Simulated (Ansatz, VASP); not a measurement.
**Cross-check of TiO2 (TiO2 (I4_1/amd)) between VASP and Ansatz**

Wanted: the spread between two codes on one cell, functional and k mesh. The structure shown is the start of the Ansatz relaxation below; VASP solves that cell, so the two are compared at the walk's first step.

Program: Ansatz 0.2.0. Level of theory: plane waves, with VASP 6.6.1 beside it; single point at HSE06. Results are calculated unless marked as measured.

### 1. The starting structure

Symmetry: I4_1/amd, No. 141, tetragonal system. Conventional cell: a = 3.777 Å, b = 3.777 Å, c = 9.593 Å, α = 90.00°, β = 90.00°, γ = 90.00°. Nearest to Ti lie 6 O at 1.93 to 1.99 Å. Nearest to O lie 3 Ti at 1.93 to 1.99 Å. Farther neighbours and most contacts between anions are not listed.

### 2. Ansatz: relaxation, HSE06

Ansatz runs on its PAW soft_1 files.

The two programs are compared at the cell with which this relaxation starts, whose forces are those of its first step.

The input, input.yaml:

```yaml
crystal:
  lattice:
    - [3.77722781, 3.77722781, 0.0]
    - [-3.77722781, 3.77722781, 0.0]
    - [0.0, 0.0, 9.59309384]
  atoms:
    - { symbol: Ti, position: [0.0, 0.0, 0.0] }
    - { symbol: Ti, position: [0.0, 0.5, 0.5] }
    - { symbol: Ti, position: [0.5, 0.0, 0.5] }
    - { symbol: Ti, position: [0.5, 0.5, 0.0] }
    - { symbol: Ti, position: [0.25, 0.25, 0.25] }
    - { symbol: Ti, position: [0.25, 0.75, 0.75] }
    - { symbol: Ti, position: [0.75, 0.25, 0.75] }
    - { symbol: Ti, position: [0.75, 0.75, 0.25] }
    - { symbol: O, position: [0.25, 0.25, 0.45716] }
    - { symbol: O, position: [0.25, 0.75, 0.95716] }
    - { symbol: O, position: [0.75, 0.25, 0.95716] }
    - { symbol: O, position: [0.75, 0.75, 0.45716] }
    - { symbol: O, position: [0.0, 0.0, 0.20716] }
    - { symbol: O, position: [0.0, 0.5, 0.70716] }
    - { symbol: O, position: [0.5, 0.0, 0.70716] }
    - { symbol: O, position: [0.5, 0.5, 0.20716] }
    - { symbol: O, position: [0.25, 0.25, 0.04284] }
    - { symbol: O, position: [0.25, 0.75, 0.54284] }
    - { symbol: O, position: [0.75, 0.25, 0.54284] }
    - { symbol: O, position: [0.75, 0.75, 0.04284] }
    - { symbol: O, position: [0.0, 0.0, 0.79284] }
    - { symbol: O, position: [0.0, 0.5, 0.29284] }
    - { symbol: O, position: [0.5, 0.0, 0.29284] }
    - { symbol: O, position: [0.5, 0.5, 0.79284] }
basis:
  ecutwfc: 420.0
  ecutrho_ratio: 4
  xc_grid: 2
  fft_grid_basis: typed
  precision: f64
kpoints:
  mp_grid: { grid: [2, 2, 1] }
hamiltonian:
  xc: hse06
  pseudopotentials:
    kind: paw
    azcp: { folder: soft_1, O: "soft_1/O.paw.azcp", Ti: "soft_1/Ti.paw.azcp" }
scf:
  max_iter: 80
  occupations: { method: fixed }
relax:
  f_tol: 0.03
  max_steps: 40
  escape_saddle: false
output:
  forces: true
checkpoint:
  write: "../host.hrelax.run"
  compress: false
  write_wavefunctions: true
  write_every: 100000
```

Launch:

```
ansatz run input.yaml --threads 32 --pin off --max-ram 131891MiB --backend cuda --events-out ev --progress --plain --runs-dir out
```

Numbers of over 12 decimals in the logs are rounded to 6 here.

The program printed:

```text
exact exchange: scf.exx.singularity resolves to wigner_seitz, which cuts the screened interaction at the faces of the exchange supercell's Wigner-Seitz cell, so that each pair interacts once, at the shortest of its separations (the periodic images that this leaves out come, for a point-like exchange hole, to about 0.006 eV on a filled level). The cut falls within the interaction's reach, and what an exchange supercel
Engine: ansatz 0.2.0, aarch64-unknown-linux-gnu
Pseudopotentials: kind: paw
Pseudopotential: Ti, paw, valence charge 12, recommended cutoff 420 eV (normal), soft_1/Ti.paw.azcp
Pseudopotential: O, paw, valence charge 6, recommended cutoff 420 eV (normal), soft_1/O.paw.azcp
Functional definition: HSE06
  parameter a = 0.25
  parameter omega = 0.11/bohr
  exchange = pbe_x - a*pbe_x_sr(omega) + a*exact_x_sr(omega)
  correlation = pbe_c
davidson cushion auto → on  (no smearing: the cushion is to keep the highest requested band from converging to the state above it; pin scf.eigensolver.cushion to override)
[...]
Crystal: 24 atoms, lattice volume = 273.738 Å³
Basis set: ecut = 420 eV, 5313 PW (Γ), exchange–correlation on 72×72×144 points (8 copies of the dense FFT grid, shifted against one another)
Bands: 120, of which v1, the nominal top of the filled ones, is band 96 counted from 1 (95 counted from 0)
Symmetry: 64 space group operations
Space group: I41/amd (ITA 141), of the structure as read, at distance tolerance 6.5e-5 Å
k-points: 3 of 4
Non-local potential: Ti, projectors of the file, l = 0: 3, l = 1: 2, l = 2: 3, l = 3: 1
Non-local potential: O, projectors of the file, l = 0: 2, l = 1: 2, l = 2: 1
PAW form: soft (Blöchl's): semilocal exchange-correlation on the pseudo side does not see the compensation charge
PAW frozen core: Ti, regenerated for the run's functional, and the local potential with it (the file was generated under x = pbe(κ = 0.804, μ = 0.219515), c = pbe(β = 0.066725))
PAW frozen core: O, regenerated for the run's functional, and the local potential with it (the file was generated under x = pbe(κ = 0.804, μ = 0.219515), c = pbe(β = 0.066725))
PAW one-centre angular grid: Ti, 590 points (default); XC on 64 Gauss nodes
PAW one-centre angular grid: O, 110 points (default); XC on 96 Gauss nodes
Initial density: superposition of atomic densities (chi_scale 0.1, normalization cell, long waves kept (reshape's long-wave potential 0.00 eV rms))
Initial wavefunctions: pseudopotential atomic-orbital guess
[...]
Functional: x = pbe(κ = 0.804, μ = 0.219515), c = pbe(β = 0.066725), warm-up for x = pbe(κ = 0.804, μ = 0.219515) + 0.25 (exact − pbe) at short range (hse, ω = 0.207870 Å⁻¹), c = pbe(β = 0.066725); HSE06 as pw.x's `hse` composes it (authors' and Libxc's form: `xc: wpbeh`)
SCF iter   1: F=—  HF=-29111.196534 eV  |Δ(HF+E_count)|=         —  Δρ=6.43e-2  dr2=1.22e1  Hψ=1047
preconditioner: auto → none  [insulator: Δε(μ)=2.446 eV  Ē_g=9.852 eV  n_scr=66 (ndim 8)  ℏωp=25.4 eV  f_vac=0.000]
SCF iter   2: F=—  HF=-29111.079612 eV  |Δ(HF+E_count)|=   1.17e-1  Δρ=6.55e-2  dr2=9.48e0  Hψ=1048
[...]
SCF iter   9: F=-29109.879795 eV  HF=-29109.879796 eV  |Δ(HF+E_count)|=   5.32e-7  Δρ=7.59e-6  dr2=5.82e-8  Hψ=870
SCF 1 converged in 9 iterations: F = -29109.879795 eV  dr2 = 5.82e-8
  greatest PAW one-centre occupation: 0.999 electrons in one spin orbital (limit 2), on the Ti atom at site 7 (counted from 0), in its partial waves of l = 0
[...]
Exchange kernel: α = 0.2500, screened, ω = 0.2079 Å⁻¹, Wigner–Seitz truncation, v(0) = 918.4137 eV·Å³, q-mesh 2×2×1, nearest image of the exchange supercell L = 9.59 Å, pair-density grid 32×32×60, without the augmentation charges, whose exchange is taken in its separable form by FFT convolution over the k-point mesh (sized by the pseudopotential files, 36×36×72 at the most), smooth part of the exact exchange by densi
Frozen-core exchange: fock
iter 1 solved again at ethr=1.05e-3 eV; its pass at ethr=1.00e-1 eV (dr2=2.02e0 eV) is discarded
SCF iter   1: F=—  HF=-29104.927943 eV  |Δ(HF+E_count)|=         —  Δρ=3.29e-2  dr2=4.07e0  Hψ=1879
eigensolver tolerance schedule calibrated: the retry pair's looser diagonalisation under-reported the residual by θ = 0.45 (0.23/decade); ethr = c·dr2/N_el runs at the constant in force after the calibration composes with the one it found (an armed cap, an earlier calibration), c = 1.9e-2
preconditioner: auto → none  [insulator: Δε(μ)=4.508 eV  Ē_g=12.614 eV  n_scr=66 (ndim 8)  ℏωp=25.4 eV  f_vac=0.100]
SCF iter   2: F=—  HF=-29104.364733 eV  |Δ(HF+E_count)|=   5.63e-1  Δρ=3.26e-2  dr2=2.72e0  Hψ=1301
[...]
SCF iter   7: F=-29103.975603 eV  HF=-29103.975605 eV  |Δ(HF+E_count)|=   4.06e-5  Δρ=3.32e-5  dr2=6.51e-6  Hψ=1010
SCF 2 stopped early in 7 iterations: F = -29103.975603 eV  dr2 = 6.51e-6
  Residual-converged pass: ⟨swp⟩=3.3  Hψ=1011  notcnv=0  max |occ|·‖R‖ = 6.6e-6 eV (tolerance 6.7e-6 eV)  dr2=6.47e-6  dr2_onsite=3.68e-7  max |Δocc| = 0.0e0
hybrid outer 1: dexx = +2.117e-1 eV, tail = 5.38e-4 eV
[...]
Exchange kernel: α = 0.2500, screened, ω = 0.2079 Å⁻¹, Wigner–Seitz truncation, v(0) = 918.4137 eV·Å³, q-mesh 2×2×1, nearest image of the exchange supercell L = 9.59 Å, pair-density grid 32×32×60, without the augmentation charges, whose exchange is taken in its separable form by FFT convolution over the k-point mesh (sized by the pseudopotential files, 36×36×72 at the most), smooth part of the exact exchange by densi
Frozen-core exchange: fock
SCF iter   1: F=—  HF=-29103.972005 eV  |Δ(HF+E_count)|=         —  Δρ=1.64e-4  dr2=6.72e-5  Hψ=889
[...]
SCF iter   5: F=-29103.972011 eV  HF=-29103.972011 eV  |Δ(HF+E_count)|=   9.98e-7  Δρ=6.60e-6  dr2=9.26e-8  Hψ=1366
SCF 3 converged in 5 iterations: F = -29103.972011 eV  dr2 = 9.26e-8
  Residual-converged pass: ⟨swp⟩=2.0  Hψ=525  notcnv=0  max |occ|·‖R‖ = 5.9e-6 eV (tolerance 6.7e-6 eV)  dr2=9.26e-8  dr2_onsite=1.03e-8  max |Δocc| = 0.0e0
  greatest PAW one-centre occupation: 0.999 electrons in one spin orbital (limit 2), on the Ti atom at site 3 (counted from 0), in its partial waves of l = 0
hybrid outer 2: dexx = +2.257e-5 eV, tail = 4.38e-7 eV, Δε = 2.71e-3 eV (about 8.23e-5 eV left of the loop's levels), ΔF = 2.71e-3 eV/Å (tail 8.08e-4)
relax step   1: F+E_penalty+E_count = -29103.97201164 eV  Δ(F+E_penalty+E_count) = +0.000e0 eV  max|allowed force component| = 1.651e-1 eV/Å  Δτ_max = 0.0000 Å  (21 SCF iters, accepted)
[...]
relax step   2: F+E_penalty+E_count = -29103.98200787 eV  Δ(F+E_penalty+E_count) = -9.996e-3 eV  max|allowed force component| = 8.832e-2 eV/Å  Δτ_max = 0.0049 Å  (9 SCF iters, dr2 threshold 1.70e-6 eV, accepted)
[...]
relax step   3: F+E_penalty+E_count = -29103.98582261 eV  Δ(F+E_penalty+E_count) = -3.815e-3 eV  max|allowed force component| = 5.280e-3 eV/Å  Δτ_max = 0.0056 Å  (10 SCF iters, accepted)
hybrid SCF converged: 2 outer / 10 inner (+0 warm-up), last move |dexx| = 4.05e-6 eV, tail = 2.38e-7 eV
Stability not checked: this state was not tested for a lower state beside it, because the functional holds exact exchange (a hybrid, or Hartree-Fock), whose exchange loop this test does not read (fock_operator; see scf.lower_state_search)
Free energy (F): -29103.985823 eV
Frozen-core exchange: fock
Harris-Foulkes:  -29103.985823 eV  (|F-HF|=2.94e-8)
Internal energy: -29103.985823 eV  (E = F + TS)
E sigma→0 (E₀):  -29103.985823 eV
Fermi energy:    6.108997 eV
--- Per-component energies (eV) ---
  E_band       = -2305.956909
  E_kinetic    = 4943.316947
  E_local      = -14700.090323  (includes V_loc(G=0)·N_el)
  E_nonlocal   = 1249.336155
  E_hartree    = 5645.569038
  E_xc         = -1674.104607
  E_vxc        = -2100.789165  (∫ρ·V_xc dr)
  E_exx        = -628.523104  (= α·E_x^exact, valence–valence)
  E_paw        = -10691.906970  (= ΣΔE_a)
  E_vpaw       = -1731.830137  (= ΣTr[D̂ρ^β])
  E_aug_tail   = 0.011689  (compensation charges beyond the density's cutoff)
  E_ewald      = -13245.792583
  E_core_change = -1.802061  (= ΣΔE_core)
  E_smearing   = -0.000000  (= −TS)
  E_closure    = -0.000004  (closes the sum)
  Σ components = -29103.985823   (vs F -29103.985823, Δ=3.64e-12)
--- Forces (eV/Å), atoms counted from 1 ---
  atom   1  Ti     0.00000000    -0.00000000    -0.00000000
  atom   2  Ti     0.00000000    -0.00000000     0.00000000
  atom   3  Ti     0.00000000     0.00000000     0.00000000
  atom   4  Ti     0.00000000     0.00000000     0.00000000
  atom   5  Ti     0.00000000    -0.00000000     0.00000000
  atom   6  Ti     0.00000000    -0.00000000     0.00000000
  [... 18 more lines of this table ...]
  max |Σ_I F_I| component: 1.68e-24 eV/Å
--- Band table (eV) ---
  k-point 0: bands = ["-54.4175", "-54.3865", "-54.3865", "-54.3828", "-54.3828", "-54.3828", "-54.3828", "-54.3552", "-29.2630", "-29.2177", "-29.2177", "-29.2177", "-29.2177", "-29.0589", "-29.0589"
  k-point 1: bands = ["-54.4066", "-54.4066", "-54.3846", "-54.3846", "-54.3846", "-54.3846", "-54.3625", "-54.3625", "-29.2546", "-29.2546", "-29.1570", "-29.1570", "-29.1570", "-29.1570", "-29.1038"
  k-point 2: bands = ["-54.4001", "-54.4001", "-54.4001", "-54.4001", "-54.3690", "-54.3690", "-54.3690", "-54.3690", "-29.2399", "-29.2399", "-29.2399", "-29.2399", "-29.1261", "-29.1261", "-29.1261"
  guard bands above this table: 11 of the run's 120 bands. The solve was not asked for them (output.publish_guard_bands: true or output.eigenvalues: true publishes all)
--- Relaxed structure (3 steps of the walk, 3 accepted, 0 SCFs on fresh bases) ---
  F+E_penalty+E_count = -29103.98582261 eV   max|allowed force component| = 5.280e-3 eV/Å
  atoms:
    - { symbol: Ti, position: [0, 0, 0] }
    - { symbol: Ti, position: [0.0, 0.5, 0.500000] }
    - { symbol: Ti, position: [0.5, 0.0, 0.500000] }
    - { symbol: Ti, position: [0.5, 0.5, 0] }
    - { symbol: Ti, position: [0.25, 0.25, 0.250000] }
    - { symbol: Ti, position: [0.250000, 0.75, 0.750000] }
  [... 18 more lines of this table ...]
```

(Part 1 of 2 ends here.)

[Lines on the potential files, build, host, timing and source positions are cut from VASP's logs without a mark.]

[Logs are printed without paths, hosts, clocks, repeated set-up lines and the standing remarks that a program may print on its own settings, such as how far it seeks lower states.]

[Hosts, paths, dates, database ids (printed as entryN), source tags and the programs' standing remarks are cut or masked in the printed files.]
